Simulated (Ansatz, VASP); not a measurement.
# InP: VASP beside Ansatz

One calculation is typed for both programs; each brings its own data sets. How far apart do they land? The cell is taken from a series of runs on this material, whose earlier steps may have relaxed, scaled, displaced or heated it; both programs get it as it stands.

Program: Ansatz 0.2.0. Level of theory: plane waves, with VASP 6.6.1 beside it; relaxation of cell and atoms at r2SCAN. Results are calculated unless marked as measured.

**1. The structure**

The structure is cubic, space group F-43m (No. 216). Conventional cell: a = 5.907 Å, b = 5.907 Å, c = 5.907 Å, α = 90.00°, β = 90.00°, γ = 90.00°. In has 4 P at 2.56 Å nearest. P has 4 In at 2.56 Å nearest. Farther neighbours are not listed.

**2. Ansatz: relaxation of cell and atoms, r2SCAN**

Ansatz runs on its default PAW (the set named soft_2) files.

The relaxed volume is the usual yardstick between codes: in a stiff, nearly cubic crystal its relative difference is about their pressure difference at one cell divided by the bulk modulus.

The input, input.yaml:

```yaml
crystal:
  lattice:
    - [0.0, 2.9535689212, 2.9535689212]
    - [2.9535689212, 0.0, 2.9535689212]
    - [2.9535689212, 2.9535689212, 0.0]
  atoms:
    - { symbol: In, position: [0.0, 0.0, 0.0] }
    - { symbol: P, position: [0.25, 0.25, 0.25] }
kpoints:
  mp_grid: { grid: [8, 8, 8] }
hamiltonian:
  xc: r2scan
scf:
  occupations: { method: fixed }
  lower_state_search: "off"
output:
  forces: true
  stress: true
  eigenvalues: true
  write_density: true
  write_potential: true
  elf: true
  volumetric_format: npy
relax:
  adjacent_minimum: "off"
  f_tol: 0.001
  max_steps: 60
  cell: { stress_tol: 0.01 }
```

Command:

```sh
$ ansatz run input.yaml --threads 8 --pin off --max-ram 16384MiB --backend cpu --events-out ev --progress --plain --runs-dir out
```

Numbers of over 12 decimals in the logs are rounded to 6 here.

The program printed:

```text
Engine: ansatz 0.2.0, aarch64-unknown-linux-gnu
Pseudopotentials: kind: paw
Pseudopotential: In, paw, valence charge 13, recommended cutoff 500 eV (meta_gga), In.paw.azcp
Pseudopotential: P, paw, valence charge 5, recommended cutoff 500 eV (meta_gga), P.paw.azcp
Functional definition: r2SCAN
  parameter k0 = 0.174
  parameter k1 = 0.065
  parameter a1 = 4.9479
  exchange = r2scan_x(k0 = k0, k1 = k1, a1 = a1)
  correlation = r2scan_c
Crystal: 2 atoms, lattice volume = 51.531 Å³
Basis set: ecut = 500 eV, 1291 PW (Γ), exchange–correlation on 128×128×128 points (64 copies of the dense FFT grid, shifted against one another)
Bands: 13, of which v1, the nominal top of the filled ones, is band 9 counted from 1 (8 counted from 0)
Symmetry: 24 space group operations
Space group: F-43m (ITA 216), of the structure as read, at distance tolerance 3.7e-5 Å
k-points: 29 of 512 (time reversal used)
Non-local potential: In, projectors of the file, l = 0: 2, l = 1: 2, l = 2: 2, l = 3: 2
Non-local potential: P, projectors of the file, l = 0: 2, l = 1: 2, l = 2: 2
PAW form: soft (Blöchl's): semilocal exchange-correlation on the pseudo side does not see the compensation charge
PAW frozen core: In, regenerated for the run's functional (the file was generated under x = pbe(κ = 0.804, μ = 0.219515), c = pbe(β = 0.066725))
PAW frozen core: P, regenerated for the run's functional (the file was generated under x = pbe(κ = 0.804, μ = 0.219515), c = pbe(β = 0.066725))
PAW one-centre angular grid: In, 590 points (default); XC on 289 of its mesh's 2783 points in the sphere
PAW one-centre angular grid: P, 302 points (default); XC on 160 Gauss nodes
Initial density: superposition of atomic densities (neutral atoms: chi_scale 0, normalization atom), corrected by the library's trained network
Initial wavefunctions: pseudopotential atomic-orbital guess
Functional: x = r2scan, c = r2scan; τ floored in thin density (d = 2e-4 eV/Å³)
SCF iter   1: F=-6371.730193 eV  HF=-6371.731239 eV  |F-HF|=1.05e-3  |Δ(HF+E_count)|=         —  Δρ=6.81e-3  dr2=1.83e-2  dr2_τ=1.03e-2  ethr=1.77e-3  ⟨swp⟩=5.1  Hψ=2180  notcnv=0  defer=52
preconditioner: auto → none  [insulator: Δε(μ)=0.968 eV  Ē_g=15.466 eV  n_scr=14 (ndim 8)  ℏωp=21.9 eV  f_vac=0.023  ε∞_Penn≈3.0]
SCF iter   2: F=-6371.737622 eV  HF=-6371.737930 eV  |F-HF|=3.08e-4  |Δ(HF+E_count)|=   6.69e-3  Δρ=1.83e-3  dr2=1.99e-3  dr2_τ=1.15e-4  ethr=1.02e-4  ⟨swp⟩=3.0  Hψ=1096  notcnv=0  defer=53
SCF iter   3: F=-6371.738014 eV  HF=-6371.737932 eV  |F-HF|=8.14e-5  |Δ(HF+E_count)|=   2.12e-6  Δρ=1.08e-3  dr2=3.61e-4  dr2_τ=1.09e-5  ethr=1.10e-5  ⟨swp⟩=3.4  Hψ=823  notcnv=0  defer=53
SCF iter   4: F=-6371.738027 eV  HF=-6371.738021 eV  |F-HF|=5.74e-6  |Δ(HF+E_count)|=   8.90e-5  Δρ=4.63e-4  dr2=6.71e-5  dr2_τ=1.20e-6  ethr=2.01e-6  ⟨swp⟩=2.3  Hψ=572  notcnv=0  defer=53
SCF iter   5: F=-6371.738031 eV  HF=-6371.738030 eV  |F-HF|=4.78e-7  |Δ(HF+E_count)|=   8.97e-6  Δρ=8.57e-5  dr2=2.25e-6  dr2_τ=5.24e-8  ethr=3.73e-7  ⟨swp⟩=2.3  Hψ=618  notcnv=0  defer=42
SCF iter   6: F=-6371.738031 eV  HF=-6371.738031 eV  |F-HF|=1.49e-8  |Δ(HF+E_count)|=   6.08e-7  Δρ=1.29e-5  dr2=5.54e-8  dr2_τ=1.55e-9  ethr=5.56e-10  ⟨swp⟩=12.1  Hψ=3545  notcnv=0
SCF 1 converged in 6 iterations: F = -6371.738031 eV  dr2 = 5.54e-8
  greatest PAW one-centre occupation: 0.981 electrons in one spin orbital (limit 2), on the In atom at site 0 (counted from 0), in its partial waves of l = 2
relax step   1: F+E_penalty+E_count = -6371.73803089 eV  Δ(F+E_penalty+E_count) = +0.000e0 eV  max|allowed force component| = 2.313e-16 eV/Å  Δτ_max = 0.0000 Å  P = -0.011 GPa  Ω = 51.531 Å³  (6 SCF iters, dr2 threshold 1.00e-7 eV, accepted)
[...]
relax step   2: F+E_penalty+E_count = -6371.73803217 eV  Δ(F+E_penalty+E_count) = -1.282e-6 eV  max|allowed force component| = 9.483e-17 eV/Å  Δτ_max = 0.0000 Å  P = +0.003 GPa  Ω = 51.521 Å³  energy of the carried Pulay correction = +9.896e-7 eV  (5 SCF iters, dr2 threshold 3.26e-10 eV, accepted)
[...]
relax step   3: F+E_penalty+E_count = -6371.73803217 eV  Δ(F+E_penalty+E_count) = -3.274e-11 eV  max|allowed force component| = 9.483e-17 eV/Å  Δτ_max = 0.0000 Å  P = +0.003 GPa  Ω = 51.521 Å³  stress off target by 2.84e-3 GPa  SCF on the basis re-selected at this cell (its energy is not comparable with the rows above)  (6 SCF iters)
basis re-selected at this cell: Δ(F+E_penalty+E_count) = -3.274e-11 eV, ΔP = -0.000 GPa vs the last step (what re-selecting the basis moved, of the pressure what is left beyond the Pulay correction that the steps carried, after the strain that the cell walked since its last selection, with what the two solves' SCF thresholds leave and, on support functions, any second-order correction that the steps lacked; it is no  [...]
SCF converged after 6 iterations
Free energy (F): -6371.738032 eV
Harris-Foulkes:  -6371.738032 eV  (|F-HF|=4.55e-12)
Internal energy: -6371.738032 eV  (E = F + TS)
E sigma→0 (E₀):  -6371.738032 eV
Fermi energy:    6.524277 eV
--- Per-component energies (eV) ---
  E_band       = -65.981611
  E_kinetic    = 312.665905
  E_local      = -1413.731080  (includes V_loc(G=0)·N_el)
  E_nonlocal   = 401.510406
  E_hartree    = 558.340087
  E_xc         = -258.758828
  E_vxc        = -170.901577  (∫ρ·V_xc dr)
  E_paw        = -4761.381514  (= ΣΔE_a)
  E_vpaw       = -322.417266  (= ΣTr[D̂ρ^β])
  E_aug_tail   = 0.000008  (compensation charges beyond the density's cutoff)
  E_vtau       = 10.211850  (kinetic-family band-sum trace: ∫τ·v_τ [+ j·A + Jᵃ·Aᵃ] dr)
  E_ewald      = -1211.257720
  E_core_change = 0.874704  (= ΣΔE_core)
  E_smearing   = -0.000000  (= −TS)
  E_closure    = -0.000000  (closes the sum)
  Σ components = -6371.738032   (vs F -6371.738032, Δ=0.00e0)
--- Forces (eV/Å), atoms counted from 1 ---
  atom   1  In    -0.00000000    -0.00000000    -0.00000000
  atom   2  P     -0.00000000     0.00000000     0.00000000
  max |Σ_I F_I| component: 6.94e-17 eV/Å
--- Stress (GPa, compression-positive) ---
        0.002842       0.000000       0.000000
        0.000000       0.002842       0.000000
       -0.000000       0.000000       0.002842
  P = ⅓ Tr σ = 0.0028 GPa (0.028 kbar)
--- Band table (eV; the first three rows and the last of 29) ---
  k-point 0: bands = [... 5 lower, -5.3125, 6.5243, 6.5243, 6.5243, 7.5531, 10.9503, 10.9503, 10.9503]
  k-point 1: bands = [... 5 lower, -5.1316, 5.0274, 6.3402, 6.3402, 8.4621, 11.0992, 11.2301, 11.2301]
  k-point 2: bands = [... 5 lower, -4.6284, 3.0854, 5.9692, 5.9692, 8.6241, 11.6572, 11.6572, 12.2040]
  k-point 28: bands = [... 5 lower, -2.8653, 0.9096, 3.5629, 3.6281, 11.0950, 11.2122, 12.4990, 13.0988]
--- Relaxed structure (2 steps of the walk, 2 accepted, 1 SCFs on fresh bases) ---
  F+E_penalty+E_count = -6371.73803217 eV   max|allowed force component| = 9.483e-17 eV/Å   (the final SCF, on the basis selected at the relaxed cell)
  cell:  # Å, volume = 51.5206 Å³
    - [0, 2.953365, 2.953365]
    - [2.953365, 0, 2.953365]
    - [2.953365, 2.953365, 0]
  atoms:
    - { symbol: In, position: [0, 0, 0] }
    - { symbol: P, position: [0.250000, 0.250000, 0.250000] }
```

**3. VASP: relaxation of cell and atoms, r2SCAN**

The same cell, functional and mesh now go to VASP, with its own data sets.

Lines of VASP's logs that name or quote its potential files are left out, and so is its time.

The input, INCAR:

```
SYSTEM = InP
PREC = Accurate
ENCUT = 550
EDIFF = 1E-07
NELM = 120
ISMEAR = 0
SIGMA = 0.01
LREAL = .FALSE.
ALGO = Normal
METAGGA = R2SCAN
LASPH = .TRUE.
NBANDS = 15
LORBIT = 11
LWAVE = .FALSE.
LCHARG = .FALSE.
ISIF = 3
IBRION = 2
NSW = 80
EDIFFG = -0.005
GGA_COMPAT = .FALSE.
NELMIN = 4
EFERMI = MIDGAP
LMIXTAU = .TRUE.
```

The input, POSCAR:

```
InP
1.0
    0.0000000000      2.9535690000      2.9535690000
    2.9535690000      0.0000000000      2.9535690000
    2.9535690000      2.9535690000      0.0000000000
In P
1 1
Direct
    0.0000000000      0.0000000000      0.0000000000
    0.2499999154      0.2499999154      0.2499999154
```

The input, KPOINTS:

```
Automatic mesh
0
Gamma
8 8 8
0 0 0
```

The projector-augmented-wave data sets are In_d and P (PBE family, release 64).

Command:

```sh
$ mpirun -np 1 vasp_std
```

The program printed:

```text
[banner, memory and clock lines left out]
running    1 mpi-ranks, on    1 nodes
 distrk:  each k-point on    1 cores,    1 groups
 distr:  one band on    1 cores,    1 groups

 POSCAR found type information on POSCAR InP
 POSCAR found :  2 types and       2 ions
|                                                                             |
|               ----> ADVICE to this user running VASP <----                  |
|                                                                             |
|     You enforced a specific xc type in the INCAR file but a different       |
|     [... a line on the potential file left out ...]
|     I HOPE YOU KNOW WHAT YOU ARE DOING!                                     |
|                                                                             |

 LDA part: xc-table for (None), standard interpolation
 POSCAR, INCAR and KPOINTS ok, starting setup
 FFT: planning ... GRIDC
 FFT: planning ... GRID_SOFT
 FFT: planning ... GRID
 WAVECAR not read
 entering main loop
       N       E                     dE             d eps       ncg     rms          rms(c)
DAV:   1     0.880209981959E+02    0.88021E+02   -0.90361E+03   870   0.142E+03
DAV:   2    -0.278073784565E+02   -0.11583E+03   -0.11185E+03   940   0.317E+02
DAV:   3    -0.356823504156E+02   -0.78750E+01   -0.78273E+01  1171   0.833E+01
DAV:   4    -0.358943843020E+02   -0.21203E+00   -0.21196E+00  1126   0.145E+01
DAV:   5    -0.359057996262E+02   -0.11415E-01   -0.11415E-01  1359   0.283E+00    0.725E+00
DAV:   6    -0.322834319210E+02    0.36224E+01   -0.21097E+00  1080   0.336E+01    0.393E+00
DAV:   7    -0.323003789169E+02   -0.16947E-01   -0.65138E-01   982   0.112E+01    0.233E+00
DAV:   8    -0.322263125816E+02    0.74066E-01   -0.33530E-01   877   0.709E+00    0.133E+00
DAV:   9    -0.322377982449E+02   -0.11486E-01   -0.26551E-01   870   0.518E+00    0.548E-01
DAV:  10    -0.321991985174E+02    0.38600E-01   -0.31235E-02   884   0.175E+00    0.213E-01
DAV:  11    -0.322962488185E+02   -0.97050E-01   -0.65304E-02   870   0.238E+00    0.185E-01
DAV:  12    -0.322942618654E+02    0.19870E-02   -0.24430E-03  1229   0.568E-01    0.787E-02
DAV:  13    -0.322975918691E+02   -0.33300E-02   -0.17269E-03   898   0.435E-01    0.619E-02
DAV:  14    -0.322974184242E+02    0.17344E-03   -0.17854E-04  1094   0.166E-01    0.426E-02
DAV:  15    -0.322976853110E+02   -0.26689E-03   -0.19053E-04   898   0.167E-01    0.141E-02
DAV:  16    -0.322976958010E+02   -0.10490E-04   -0.14534E-05  1052   0.362E-02    0.124E-02
DAV:  17    -0.322976982944E+02   -0.24934E-05   -0.13615E-06  1136   0.120E-02    0.186E-02
DAV:  18    -0.322977001090E+02   -0.18146E-05   -0.14815E-06   954   0.126E-02    0.356E-03
DAV:  19    -0.322977034368E+02   -0.33278E-05   -0.30575E-06   912   0.210E-02    0.103E-02
DAV:  20    -0.322977037057E+02   -0.26892E-06   -0.10725E-07   871   0.353E-03    0.641E-03
DAV:  21    -0.322977037891E+02   -0.83370E-07   -0.11299E-07   687   0.373E-03
   1 F= -.32297704E+02 E0= -.32297704E+02  d E =-.322977E+02
 curvature:   0.00 expect dE= 0.000E+00 dE for cont linesearch  0.000E+00
 trial: gam= 0.00000 g(F)=  0.153E-41 g(S)=  0.106E-03 ort = 0.000E+00 (trialstep = 0.100E+01)
 search vector abs. value=  0.106E-03
 bond charge predicted
       N       E                     dE             d eps       ncg     rms          rms(c)
DAV:   1    -0.322988945781E+02   -0.11909E-02   -0.28610E-02  1108   0.344E+00    0.258E-01
DAV:   2    -0.322978506597E+02    0.10439E-02   -0.20461E-03  1087   0.109E+00    0.799E-02
DAV:   3    -0.322977054319E+02    0.14523E-03   -0.35201E-04  1094   0.443E-01    0.413E-02
DAV:   4    -0.322977092351E+02   -0.38032E-05   -0.10650E-04   898   0.112E-01    0.404E-02
DAV:   5    -0.322977267013E+02   -0.17466E-04   -0.20917E-05   968   0.485E-02    0.116E-02
DAV:   6    -0.322977079143E+02    0.18787E-04   -0.24543E-05   885   0.615E-02    0.137E-02
DAV:   7    -0.322977253821E+02   -0.17468E-04   -0.14733E-05   898   0.438E-02    0.996E-03
DAV:   8    -0.322977241323E+02    0.12498E-05   -0.17931E-06   891   0.154E-02    0.200E-03
DAV:   9    -0.322977259634E+02   -0.18311E-05   -0.11190E-06  1011   0.111E-02    0.192E-03
DAV:  10    -0.322977258393E+02    0.12413E-06   -0.24460E-07   968   0.561E-03    0.171E-03
DAV:  11    -0.322977259280E+02   -0.88688E-07   -0.15700E-08   519   0.124E-03
   2 F= -.32297726E+02 E0= -.32297726E+02  d E =-.221389E-04
 trial-energy change:   -0.000022  1 .order   -0.000020   -0.000106    0.000067
 step:   0.6336(harm=  0.6131)  dis= 0.00000  next Energy=   -32.297738 (dE=-0.343E-04)
 bond charge predicted
       N       E                     dE             d eps       ncg     rms          rms(c)
DAV:   1    -0.322978960147E+02   -0.17018E-03   -0.38577E-03  1101   0.127E+00    0.936E-02
DAV:   2    -0.322977596795E+02    0.13634E-03   -0.27304E-04  1087   0.394E-01    0.292E-02
DAV:   3    -0.322977378273E+02    0.21852E-04   -0.47929E-05  1108   0.163E-01    0.151E-02
DAV:   4    -0.322977372865E+02    0.54084E-06   -0.13500E-05   898   0.394E-02    0.152E-02
DAV:   5    -0.322977369769E+02    0.30954E-06   -0.25375E-06   940   0.164E-02    0.439E-03
DAV:   6    -0.322977363106E+02    0.66628E-06   -0.29032E-06   899   0.212E-02    0.526E-03
DAV:   7    -0.322977375119E+02   -0.12013E-05   -0.19909E-06   870   0.162E-02    0.355E-03
DAV:   8    -0.322977374599E+02    0.51969E-07   -0.35504E-07   898   0.699E-03
   3 F= -.32297737E+02 E0= -.32297737E+02  d E =-.336709E-04
 curvature:  -0.31 expect dE=-0.311E-08 dE for cont linesearch -0.311E-08
 trial: gam= 0.00000 g(F)=  0.251E-41 g(S)=  0.102E-07 ort =-0.104E-05 (trialstep = 0.927E+00)
 search vector abs. value=  0.103E-07
 reached required accuracy - stopping structural energy minimisation
```

Parts of OUTCAR (step 3):

```text
ion  position               nearest neighbor table
   1  0.000  0.000  0.000-   2 2.56   2 2.56   2 2.56   2 2.56
   2  0.250  0.250  0.250-   1 2.56   1 2.56   1 2.56   1 2.56

  LATTYP: Found a face centered cubic cell.
 ALAT       =     5.9071380000

 Subroutine GETGRP returns: Found 24 space group operations
 (whereof 24 operations were pure point group operations)

The static configuration has the point symmetry T_d .

 Found     29 irreducible k-points:

   k-points           NKPTS =     29   k-points in BZ     NKDIM =     29   number of bands    NBANDS=     15

   dimension x,y,z NGX =    32 NGY =   32 NGZ =   32
   dimension x,y,z NGXF=    64 NGYF=   64 NGZF=   64

   ENCUT  =  550.0 eV  40.42 Ry    6.36 a.u.   7.99  7.99  7.99*2*pi/ulx,y,z

   NELECT =      18.0000    total number of electrons

 k-points in reciprocal lattice and weights: Automatic mesh
   0.00000000  0.00000000  0.00000000       0.002
   0.12500000  0.00000000  0.00000000       0.016
   0.25000000  0.00000000  0.00000000       0.016
   0.37500000  0.00000000  0.00000000       0.016
   0.50000000  0.00000000  0.00000000       0.008
   0.12500000  0.12500000  0.00000000       0.012
   0.25000000  0.12500000  0.00000000       0.047
   0.37500000  0.12500000  0.00000000       0.047
   0.50000000  0.12500000  0.00000000       0.047
[...]
-0.37500000  0.50000000  0.12500000       0.023
  -0.25000000  0.50000000  0.25000000       0.012

 average (electrostatic) potential at core
       1-101.4405       2 -85.9631

 E-fermi :   5.2960

 k-point     1 :       0.0000    0.0000    0.0000
  band No.  band energies     occupation
    ...
      5      -9.6720      2.00000
      6      -7.0734      2.00000
      7       4.7751      2.00000
      8       4.7751      2.00000
      9       4.7751      2.00000
     10       5.8169      0.00000
     11       9.2156      0.00000
     12       9.2156      0.00000
     13       9.2156      0.00000
     14      13.7855      0.00000
    ...

 k-point     2 :       0.1250    0.0000    0.0000
  band No.  band energies     occupation
    ...
      5      -9.6719      2.00000
      6      -6.8914      2.00000
      7       3.2790      2.00000
      8       4.5906      2.00000
      9       4.5907      2.00000
     10       6.7249      0.00000
     11       9.3611      0.00000
     12       9.4963      0.00000
     13       9.4963      0.00000
     14      14.0198      0.00000
    ...

 k-point     3 :       0.2500    0.0000    0.0000
  band No.  band energies     occupation
    ...
      5      -9.6695      2.00000
      6      -6.3855      2.00000
      7       1.3336      2.00000
      8       4.2186      2.00000
      9       4.2186      2.00000
     10       6.8868      0.00000
     11       9.9246      0.00000
     12       9.9246      0.00000
     13      10.4649      0.00000
     14      13.8007      0.00000
    ...

  Total        0.0003748      0.0003748      0.0003748      0.0000000     -0.0000000      0.0000000
  in kB        0.0116729      0.0116729      0.0116729      0.0000000     -0.0000000      0.0000000
  external PRESSURE =       0.0116729 kB  Pullay stress =       0.0000000 kB

  energy-cutoff  :      550.00
  volume of cell :       51.44
      direct lattice vectors                 reciprocal lattice vectors
     0.000000000  2.951839656  2.951839656    -0.169385894  0.169385894  0.169385894
     2.951839656  0.000000000  2.951839656     0.169385894 -0.169385894  0.169385894
     2.951839656  2.951839656 -0.000000000     0.169385894  0.169385894 -0.169385894

 POSITION                                       TOTAL-FORCE (eV/Angst)
 -----------------------------------------------------------------------------------
      0.00000      0.00000     -0.00000        -0.000000     -0.000000     -0.000000
      1.47592      1.47592      1.47592         0.000000      0.000000      0.000000
 -----------------------------------------------------------------------------------
    total drift:                                0.000092      0.000092      0.000092

  FREE ENERGIE OF THE ION-ELECTRON SYSTEM (eV)
  ---------------------------------------------------
  free  energy   TOTEN  =       -32.2977374599 eV

  energy  without entropy=      -32.2977374599  energy(sigma->0) =      -32.29773746

 reached required accuracy - stopping structural energy minimisation

 total charge
# of ion       s       p       d       tot
------------------------------------------
    1        0.816   0.782   9.901  11.498
    2        1.018   1.505   0.000   2.523
--------------------------------------------------
tot          1.834   2.287   9.901  14.021

[... 3 further parts left out ...]
```

CONTCAR:

```
InP
   1.00000000000000
     0.0000000000000000    2.9518396564080929    2.9518396564080929
     2.9518396564080929    0.0000000000000000    2.9518396564080929
     2.9518396564080929    2.9518396564080929   -0.0000000000000000
  In              P
     1     1
Direct
     0.0000000000000000    0.0000000000000000    0.0000000000000000
     0.2499999153999966    0.2499999153999966    0.2499999153999966
```

**4. Side by side**

Known differences besides the potentials themselves: VASP keeps PBE cores, Ansatz makes them for the functional; fixed occupations in Ansatz, narrow Gaussian smearing in VASP; the cutoff is 500 eV in Ansatz and 550 eV in VASP; Ansatz adds a Pulay correction to the stress that steers its cell, VASP none. Total energies have different zeros and are not compared.

Compared:

```
                                         quantity  Ansatz   VASP  difference
                                      volume (Å³)   51.52  51.44     +0.16 %
edge a after relaxation, in the typed setting (Å)   4.177  4.175     +0.05 %
```

**5. Results**

| Item | Value |
| --- | --- |
| difference in volume (relaxation of cell and atoms, r2SCAN) | 0.16 % |

The difference in volume is 0.16 % (relaxation of cell and atoms, r2SCAN), within the 1.2 % picked in this series as the mark of a large difference, as far as the stopping tolerances let one tell. How closely two codes agree says nothing of how well the functional describes the real material.

[Lines on the potential files, build, host, timing and source positions are cut from VASP's logs without a mark.]

[Logs are printed without paths, hosts, clocks, repeated set-up lines and the standing remarks that a program may print on its own settings, such as how far it seeks lower states.]

[Hosts, paths, dates, database ids (printed as entryN), source tags and the programs' standing remarks are cut or masked in the printed files.]
